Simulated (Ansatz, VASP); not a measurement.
**Tl3Te2: VASP beside Ansatz**

```
Tl Te
1.0
     6.02738    0.00000    0.00000
     0.00000    6.02738    0.00000
     0.00000    0.00000    6.02738
Tl Te
3 2
Direct
  0.50000 0.00000 0.00000
  0.00000 0.50000 0.00000
  0.00000 0.00000 0.50000
  0.50000 0.50000 0.50000
  0.00000 0.00000 0.00000
```

Alike in both runs: functional PBE; k mesh 4 × 4 × 4; occupations gaussian, width 0.1 eV; no spin polarisation.

Ansatz relaxed the structure, and its values are those at the end. VASP's run is a single point on that final structure, the one shown.

|  | VASP | Ansatz |
| --- | --- | --- |
| version | VASP 6.6.1 | Ansatz 0.2.0 |
| potentials or method | VASP PAW PBE potentials, release 64 (Tl_d, Te) | scalar-relativistic, plane waves, PAW |
| plane-wave cutoff (eV) | 520 | 420 |
| valence electrons in the cell | 51 | 71 |

```csv
,VASP,Ansatz,Ansatz less VASP
gap on the k mesh at the Fermi level (eV),none,none,-
pressure (GPa),0.2,0.2,+0.04
```

A gap of «none» marks a metal or a gap that the smearing closes. The functional is the same, so the differences come from potentials, cutoffs and numerics. The two sets of potentials don't hold the same shells in valence.

The runs have no spin-orbit coupling, so splittings on Te, Tl are missing.
